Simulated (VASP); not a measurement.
As:

```
As
1.0
     1.88080    1.08588    3.51406
    -1.88080    1.08588    3.51406
     0.00000   -2.17176    3.51406
As
2
Direct
  0.77400 0.77400 0.77400
  0.22600 0.22600 0.22600
```

```yaml
Program: VASP 6.6.1
Task: relaxation of cell and atoms
Functional: r2SCAN
Potentials_or_basis: VASP PAW PBE potentials, release 64 (As)
Cutoff: 600 eV
k_mesh: 12 × 12 × 12
Occupations: methfessel-paxton, width 0.1 eV
Spin: no spin polarisation
```

At the start: pressure 2.0 GPa; volume 21.53 Å³/atom.

Question: Where does the relaxation end?

Answer: Over 26 steps the energy falls by 20.0 meV/atom and the volume is 28.27 Å³/atom (+31.3 %); space group R-3m (No. 166, to 0.05 Å).

Step by step:
| step | energy change (eV) | largest force (eV/Å) | pressure (GPa) | volume (Å³) |
| --- | --- | --- | --- | --- |
| 1 | 0.0000 | 0.2086 | 2.01 | 43.06 |
| 2 | -0.0028 | 0.2496 | -1.36 | 44.76 |
| 3 | -0.0070 | 0.0537 | 0.04 | 44.01 |
| 4 | -0.0080 | 0.0533 | 0.06 | 44.11 |
| 5 | -0.0103 | 0.0516 | 0.06 | 44.43 |
| 6 | -0.0136 | 0.0411 | 0.14 | 45.06 |
| 7 | -0.0166 | 0.0037 | 0.49 | 46.25 |
| 8 | -0.0186 | 0.2087 | 1.57 | 48.40 |
| 9 | -0.0191 | 0.1977 | 1.52 | 48.50 |
| 10 | -0.0206 | 0.1639 | 1.36 | 48.77 |
| 11 | -0.0233 | 0.0962 | 1.06 | 49.32 |
| 12 | -0.0271 | 0.0513 | 0.45 | 50.41 |
| 13 | -0.0276 | 0.3499 | -0.54 | 52.57 |
| 14 | -0.0286 | 0.2178 | -0.16 | 51.65 |
| 15 | -0.0285 | 0.1645 | 0.02 | 51.29 |
| 16 | -0.0286 | 0.1855 | -0.05 | 51.43 |
| 17 | -0.0292 | 0.1875 | -0.10 | 51.70 |
| 18 | -0.0308 | 0.1837 | -0.23 | 52.50 |
| 19 | -0.0351 | 0.1679 | -0.42 | 54.09 |
| 20 | -0.0389 | 0.1229 | -0.55 | 57.23 |
| 21 | -0.0388 | 0.1261 | -0.54 | 56.54 |
| 22 | -0.0397 | 0.0791 | 0.23 | 56.61 |
| 23 | -0.0399 | 0.0150 | -0.01 | 56.59 |
| 24 | -0.0399 | 0.0106 | -0.03 | 56.59 |
| 25 | -0.0399 | 0.0079 | -0.04 | 56.59 |
| 26 | -0.0399 | 0.0021 | -0.02 | 56.54 |

Final structure:
```
As
1.0
     1.79498    1.03633    5.06604
    -1.79498    1.03633    5.06604
     0.00000   -2.07266    5.06604
As
2
Cartesian
  0.0000 0.0000 11.9805
  0.0000 0.0000 3.2176
```

Caveat: the volume moved by over 15 % at a fixed basis, so the end points are rough; the PAW data sets were made with another functional, which shifts forces and pressure a little; the volume moved by +31 % from the deposited cell, more than functionals usually miss.
